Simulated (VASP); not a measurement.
Given:

```
CELL_PARAMETERS angstrom
      2.93656     0.00000     0.00000
      0.00000     2.93656     0.00000
      0.00000     0.00000     2.93656
ATOMIC_POSITIONS crystal
  Zn 0.50000 0.50000 0.50000
  Cu 0.00000 0.00000 0.00000
```

Calculation: PBE GGA, VASP's PBE PAW potentials (set 64) (plane waves; VASP). Settings: 520 eV cut-off, 12×12×12 Γ-centred mesh, first-order Methfessel-Paxton smearing of 0.10 eV, potentials Zn Cu.

Q: Give the stress tensor in GPa (positive for a compressed cell).

A: 
```
4.21  0.00  0.00
0.00  4.21  0.00
0.00  0.00  4.21
```
The pressure is its mean diagonal, 4.21 GPa.

The compound is CuZn in the CsCl type structure. This cell is one point of a volume scan, at 0.97 of the reference volume. The electron count is odd and the run is not spin-polarised, which forces a metal.
